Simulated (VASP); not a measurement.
## A VASP study of TlAgCl2 (r2SCAN): structure first, properties next

What structure does TlAgCl2 take at this level, and what are its properties? The steps: rough relaxation of the start cell, full relaxation (r2SCAN), single point with fields (r2SCAN), band structure (r2SCAN) and density of states (r2SCAN). The cell is invented: it takes the structure of COD entry 9008597, AgCl (space group 225 there), with some of its atoms replaced by other elements, volume scaled by an estimate. It may not be a known or stable phase.

Method: r2SCAN; plane waves and PAW (Tl_d, Ag, Cl); invented cell, in VASP 6.6.1.

### 1. The structure

Before any relaxation, the start is as follows. Symmetry: R-3m, No. 166, trigonal system. The conventional cell has a = 4.040 Å, b = 4.040 Å, c = 19.793 Å, α = 90.00°, β = 90.00°, γ = 120.00°. Nearest to Tl lie 6 Cl at 2.86 Å. Nearest to Ag lie 6 Cl at 2.86 Å. Cl has 3 Tl at 2.86 Å and 3 Ag at 2.86 Å nearest. It derives from AgCl. it takes the structure of COD entry 9008597, AgCl (space group 225 there), with some of its atoms replaced by other elements, volume scaled by an estimate. Farther neighbours and most contacts between anions are not listed.

### 2. Rough relaxation of the start cell

The start is only an estimate, so a cheap relaxation brings it near a minimum before any careful run. r2SCAN adds the kinetic-energy density, costs more than a GGA and is run with LASPH.

File INCAR:

```
SYSTEM = TlAgCl2
PREC = Normal
ENCUT = 400
EDIFF = 1E-05
NELM = 60
ISMEAR = 0
SIGMA = 0.05
LREAL = .FALSE.
ALGO = Normal
METAGGA = R2SCAN
LASPH = .TRUE.
NBANDS = 25
LORBIT = 11
LWAVE = .FALSE.
LCHARG = .FALSE.
KPAR = 2
IBRION = 2
NSW = 40
ISIF = 3
EDIFFG = -0.04
```

File POSCAR:

```
TlAgCl2
1.0
    2.0200770000      1.1662920000      6.5975440000
   -2.0200770000      1.1662920000      6.5975440000
    0.0000000000     -2.3325840000      6.5975440000
Tl Ag Cl
1 1 2
Direct
    0.0000000000      0.0000000000      0.0000000000
    0.5000000000      0.5000000000      0.5000000000
    0.7500000000      0.7500000000      0.7500000000
    0.2500000000      0.2500000000      0.2500000000
```

File KPOINTS:

```
Automatic mesh
0
Gamma
5 5 5
0 0 0
```

PAW data sets: Tl_d, Ag and Cl (PBE family, release 64).

On the command line:

```
$ mpirun -np 2 vasp_std
```

Output:

```text
[banner, memory and clock lines left out]
running    2 mpi-ranks, on    1 nodes
 distrk:  each k-point on    1 cores,    2 groups
 distr:  one band on    1 cores,    1 groups

 POSCAR found type information on POSCAR TlAgCl
 POSCAR found :  3 types and       4 ions
|                                                                             |
|               ----> ADVICE to this user running VASP <----                  |
|                                                                             |
|     You enforced a specific xc type in the INCAR file but a different       |
|     [... a line on the potential file left out ...]
|     I HOPE YOU KNOW WHAT YOU ARE DOING!                                     |
|                                                                             |

 LDA part: xc-table for (None), standard interpolation
 POSCAR, INCAR and KPOINTS ok, starting setup
 FFT: planning ... GRIDC
 FFT: planning ... GRID_SOFT
 FFT: planning ... GRID
 WAVECAR not read
 entering main loop
       N       E                     dE             d eps       ncg     rms          rms(c)
DAV:   1     0.128346288442E+03    0.12835E+03   -0.16706E+04   958   0.114E+03
DAV:   2    -0.889884268957E+02   -0.21733E+03   -0.21153E+03  1116   0.277E+02
DAV:   3    -0.100051128437E+03   -0.11063E+02   -0.11001E+02  1115   0.613E+01
DAV:   4    -0.100168778623E+03   -0.11765E+00   -0.11756E+00  1121   0.700E+00
DAV:   5    -0.100170475076E+03   -0.16965E-02   -0.16961E-02  1127   0.848E-01    0.984E+00
DAV:   6    -0.894823253222E+02    0.10688E+02   -0.65373E+00   954   0.220E+01    0.798E+00
DAV:   7    -0.893852047156E+02    0.97121E-01   -0.49921E-01   975   0.520E+00    0.464E+00
DAV:   8    -0.893770872340E+02    0.81175E-02   -0.13328E-01  1096   0.310E+00    0.129E+00
DAV:   9    -0.893813882331E+02   -0.43010E-02   -0.99516E-03  1126   0.760E-01    0.433E-01
DAV:  10    -0.893803556713E+02    0.10326E-02   -0.77896E-03   968   0.725E-01    0.115E-01
DAV:  11    -0.893803806766E+02   -0.25005E-04   -0.39985E-04  1033   0.221E-01    0.400E-02
DAV:  12    -0.893803972281E+02   -0.16551E-04   -0.53968E-05   951   0.654E-02    0.145E-02
DAV:  13    -0.893804050996E+02   -0.78715E-05   -0.12560E-05   667   0.295E-02
   1 F= -.89380405E+02 E0= -.89380405E+02  d E =-.893804E+02
 curvature:   0.00 expect dE= 0.000E+00 dE for cont linesearch  0.000E+00
 trial: gam= 0.00000 g(F)=  0.304E+00 g(S)=  0.624E+00 ort = 0.000E+00 (trialstep = 0.100E+01)
 search vector abs. value=  0.928E+00
 bond charge predicted
       N       E                     dE             d eps       ncg     rms          rms(c)
DAV:   1    -0.961728587405E+02   -0.67925E+01   -0.17847E+02   950   0.104E+02    0.200E+01
DAV:   2    -0.906051376423E+02    0.55677E+01   -0.15877E+01   994   0.312E+01    0.653E+00
DAV:   3    -0.899729072493E+02    0.63223E+00   -0.19202E+00  1022   0.120E+01    0.553E+00
DAV:   4    -0.898706839410E+02    0.10222E+00   -0.26122E-01  1002   0.339E+00    0.181E+00
DAV:   5    -0.898653657263E+02    0.53182E-02   -0.27710E-02  1084   0.155E+00    0.321E-01
DAV:   6    -0.898655022949E+02   -0.13657E-03   -0.30554E-03  1067   0.358E-01    0.106E-01
DAV:   7    -0.898655490065E+02   -0.46712E-04   -0.98704E-05  1142   0.688E-02    0.628E-02
DAV:   8    -0.898655742840E+02   -0.25278E-04   -0.19434E-05   803   0.433E-02    0.121E-02
DAV:   9    -0.898655767536E+02   -0.24696E-05   -0.54593E-06   509   0.169E-02
   2 F= -.89865577E+02 E0= -.89865577E+02  d E =-.485172E+00
[...]
3 F= -.89875830E+02 E0= -.89875830E+02  d E =-.495425E+00
[...]
4 F= -.89964220E+02 E0= -.89964220E+02  d E =-.883891E-01
[...]
5 F= -.90093625E+02 E0= -.90093625E+02  d E =-.217794E+00
[...]
6 F= -.90094630E+02 E0= -.90094630E+02  d E =-.218799E+00
 curvature:  -2.19 expect dE=-0.167E-01 dE for cont linesearch -0.376E-04
 trial: gam= 0.17796 g(F)=  0.371E-03 g(S)=  0.727E-02 ort =-0.133E-02 (trialstep = 0.168E+01)
 search vector abs. value=  0.105E-01
 bond charge predicted
       N       E                     dE             d eps       ncg     rms          rms(c)
DAV:   1    -0.902370833550E+02   -0.14246E+00   -0.47598E+00   950   0.156E+01    0.272E+00
DAV:   2    -0.901131230061E+02    0.12396E+00   -0.46901E-01  1045   0.582E+00    0.820E-01
DAV:   3    -0.901016234466E+02    0.11500E-01   -0.42900E-02  1051   0.155E+00    0.617E-01
DAV:   4    -0.901000303305E+02    0.15931E-02   -0.52335E-03  1000   0.601E-01    0.195E-01
DAV:   5    -0.900999699856E+02    0.60345E-04   -0.72782E-04  1076   0.256E-01    0.839E-02
DAV:   6    -0.900999734319E+02   -0.34463E-05   -0.97160E-05  1110   0.645E-02
   7 F= -.90099973E+02 E0= -.90099973E+02  d E =-.534381E-02
 trial-energy change:   -0.005344  1 .order   -0.005222   -0.012420    0.001977
 step:   1.4566(harm=  1.4468)  dis= 0.01672  next Energy=   -90.100103 (dE=-0.547E-02)
 reached required accuracy - stopping structural energy minimisation
```

Elapsed: 8 min, on 2 MPI ranks of AMD EPYC 7R43, shared host; peak memory 0.42 GiB.

Lines that name or quote the potential files are left out of all logs, and their timing lines are given in words.

From OUTCAR (step 2):

```text
ion  position               nearest neighbor table
   1  0.000  0.000  0.000-   3 2.86   3 2.86   4 2.86   4 2.86   3 2.86   4 2.86
   2  0.500  0.500  0.500-   4 2.86   4 2.86   3 2.86   3 2.86   4 2.86   3 2.86
   3  0.750  0.750  0.750-   2 2.86   2 2.86   1 2.86   1 2.86   2 2.86   1 2.86
   4  0.250  0.250  0.250-   1 2.86   1 2.86   2 2.86   2 2.86   1 2.86   2 2.86

  LATTYP: Found a trigonal (rhomboedric) cell.
 ALAT       =     6.9977521353
 COS(alpha) =     0.8333333398

 Subroutine GETGRP returns: Found 12 space group operations
 (whereof 12 operations were pure point group operations)

The static configuration has the point symmetry D_3d.

 Found     19 irreducible k-points:

   k-points           NKPTS =     19   k-points in BZ     NKDIM =     19   number of bands    NBANDS=     25

   dimension x,y,z NGX =    36 NGY =   36 NGZ =   36
   dimension x,y,z NGXF=    72 NGYF=   72 NGZF=   72

   ENCUT  =  400.0 eV  29.40 Ry    5.42 a.u.  11.41 11.41 11.41*2*pi/ulx,y,z

   NELECT =      38.0000    total number of electrons

 k-points in reciprocal lattice and weights: Automatic mesh
   0.00000000  0.00000000  0.00000000       0.008
   0.20000000 -0.00000000  0.00000000       0.048
   0.40000000 -0.00000000 -0.00000000       0.048
   0.20000000  0.20000000 -0.00000000       0.048
   0.40000000  0.20000000  0.00000000       0.096
  -0.40000000  0.20000000  0.00000000       0.096
  -0.20000000  0.20000000  0.00000000       0.048
   0.40000000  0.40000000 -0.00000000       0.048
  -0.40000000  0.40000000  0.00000000       0.048
[...]
0.40000000  0.40000000  0.40000000       0.016
  -0.40000000  0.40000000  0.40000000       0.048

 average (electrostatic) potential at core
       1 -91.5652       2 -78.7580       3 -95.2415       4 -95.2415

 E-fermi :   2.8310

 k-point     1 :       0.0000    0.0000    0.0000
  band No.  band energies     occupation
    ...
     15       0.6826      2.00000
     16       0.6826      2.00000
     17       1.1994      2.00000
     18       2.2888      2.00000
     19       2.2888      2.00000
     20       6.2593      0.00000
     21       7.1602      0.00000
     22       8.9021      0.00000
     23       8.9021      0.00000
     24      11.9742      0.00000
    ...

 k-point     2 :       0.2000   -0.0000    0.0000
  band No.  band energies     occupation
    ...
     15       0.8113      2.00000
     16       0.9523      2.00000
     17       1.2996      2.00000
     18       2.1520      2.00000
     19       2.2282      2.00000
     20       6.5212      0.00000
     21       7.0296      0.00000
     22       8.4789      0.00000
     23       8.8912      0.00000
     24      10.8688      0.00000
    ...

 k-point     3 :       0.4000   -0.0000   -0.0000
  band No.  band energies     occupation
    ...
     15       0.8813      2.00000
     16       0.8923      2.00000
     17       1.1286      2.00000
     18       2.0680      2.00000
     19       2.0998      2.00000
     20       6.0404      0.00000
     21       6.8229      0.00000
     22       8.6093      0.00000
     23       8.6928      0.00000
     24       9.7275      0.00000
    ...

  Total       -0.1052419     -0.1052419      0.0242489      0.0000000      0.0000000      0.0000000
  in kB       -1.6115793     -1.6115793      0.3713256      0.0000000      0.0000000      0.0000000
  external PRESSURE =      -0.9506110 kB  Pullay stress =       0.0000000 kB

  energy-cutoff  :      400.00
  volume of cell :      104.63
      direct lattice vectors                 reciprocal lattice vectors
     2.087726763  1.205349609  6.929626158     0.239494942  0.138272469  0.048102643
    -2.087726763  1.205349609  6.929626158    -0.239494942  0.138272469  0.048102643
     0.000000000 -2.410699218  6.929626158     0.000000000 -0.276544938  0.048102643

 POSITION                                       TOTAL-FORCE (eV/Angst)
 -----------------------------------------------------------------------------------
      0.00000      0.00000      0.00000        -0.000000     -0.000000     -0.000000
      0.00000      0.00000     10.39444        -0.000000     -0.000000      0.000000
      0.00000      0.00000     15.91820        -0.000000      0.000000     -0.031711
      0.00000      0.00000      4.87068         0.000000     -0.000000      0.031711
 -----------------------------------------------------------------------------------
    total drift:                                0.000000      0.000000      0.000000

  FREE ENERGIE OF THE ION-ELECTRON SYSTEM (eV)
  ---------------------------------------------------
  free  energy   TOTEN  =       -90.0999734319 eV

  energy  without entropy=      -90.0999734319  energy(sigma->0) =      -90.09997343

 reached required accuracy - stopping structural energy minimisation

 total charge
# of ion       s       p       d       tot
------------------------------------------
    1        1.324   0.125   9.660  11.108
    2        0.188   0.129   9.383   9.700
    3        1.610   3.519   0.000   5.129
    4        1.610   3.519   0.000   5.129
--------------------------------------------------
tot          4.732   7.291  19.043  31.065

[... 3 further parts left out ...]
```

CONTCAR:

```
TlAgCl2
   1.00000000000000
     2.0877267629845466    1.2053496088922064    6.9296261584340879
    -2.0877267629845466    1.2053496088922064    6.9296261584340879
     0.0000000000000000   -2.4106992177844129    6.9296261584340879
  Tl              Ag              Cl
     1     1     2
Direct
     0.0000000000000000    0.0000000000000000    0.0000000000000000
     0.5000000000000000    0.5000000000000000    0.5000000000000000
     0.7657073140351310    0.7657073140351310    0.7657073140351310
     0.2342926859648688    0.2342926859648688    0.2342926859648688
```

The gap is read on the k-mesh alone, so it is an upper bound where the band edges lie off the mesh. This relaxation is a rough one on cheap settings, only to bring the start near its minimum. The PAW data sets were made with PBE, which is usual practice but a small mismatch for other functionals. After so large a change of volume the plane waves of the start cell no longer fit, so the final stress carries a basis-set error. The run keeps the 12 symmetry operations of its start, so it cannot find a distortion of lower symmetry.

Relaxation path:

| step | energy less that of the first step (eV) | largest force (eV/Å) | pressure (GPa) | volume (Å³) |
| --- | --- | --- | --- | --- |
| 1 | 0.0000 | 1.7755 | 7.13 | 93.26 |
| 2 | -0.4852 | 0.9156 | -0.50 | 107.99 |
| 3 | -0.4954 | 0.8042 | -1.34 | 110.74 |
| 4 | -0.5838 | 0.6556 | -1.05 | 108.69 |
| 5 | -0.7132 | 0.1253 | 0.44 | 103.08 |
| 6 | -0.7142 | 0.0620 | 0.67 | 102.49 |
| 7 | -0.7196 | 0.0317 | -0.10 | 104.63 |

| conventional cell, symmetrised | before | after | change |
| --- | --- | --- | --- |
| a (Å) | 4.040 | 4.175 | +3.3 % |
| b (Å) | 4.040 | 4.175 | +3.3 % |
| c (Å) | 19.793 | 20.789 | +5.0 % |
| volume (Å³/atom) | 23.32 | 26.16 | +12.2 % |

The atoms that moved most (Å, as changes of fractional coordinates times the final cell):

| atom | dx | dy | dz | length |
| --- | --- | --- | --- | --- |
| Cl3 | 0.000 | 0.000 | 0.327 | 0.327 |
| Cl4 | 0.000 | 0.000 | -0.327 | 0.327 |

Final coordinates:

```cif
data_structure
_symmetry_space_group_name_H-M 'P 1'
_symmetry_Int_Tables_number 1
_cell_length_a 7.3370
_cell_length_b 7.3370
_cell_length_c 7.3370
_cell_angle_alpha 33.064
_cell_angle_beta 33.064
_cell_angle_gamma 33.064
_cell_volume 104.63
loop_
_atom_site_label
_atom_site_type_symbol
_atom_site_fract_x
_atom_site_fract_y
_atom_site_fract_z
_atom_site_occupancy
Tl1 Tl 0.00000 0.00000 0.00000 1
Ag2 Ag 0.50000 0.50000 0.50000 1
Cl3 Cl 0.76571 0.76571 0.76571 1
Cl4 Cl 0.23429 0.23429 0.23429 1
```

Numbers from this step:

- electrons: 38
- bands: 25
- irreducible k-points: 19
- symmetry operations: 12
- free energy (TOTEN): -90.1000 eV
- Fermi energy: 2.831 eV
- pressure: -0.09506 GPa
- metallic: no
- valence top at k: -0.2, 0.2, 0
- conduction bottom at k: 0.4, 0.4, 0.4
- least direct gap at k: 0.4, 0.4, 0.4
- SCF cycles over all ionic steps: 53
- gap on the k-mesh: 2.585 eV
- least direct gap on the k-mesh: 2.969 eV

It ends with a largest force of 0.032 eV/Å and a pressure of -0.10 GPa.

[end of part 1 of 4]

[Lines on the potential files, build, host, timing and source positions are cut from VASP's logs without a mark.]

[Logs are printed without paths, hosts, clocks, repeated set-up lines and the standing remarks that a program may print on its own settings, such as how far it seeks lower states.]

[Hosts, paths, dates, database ids (printed as entryN), source tags and the programs' standing remarks are cut or masked in the printed files.]

[A measured line is paired with the nearest computed mode of its activity, which favours agreement.]
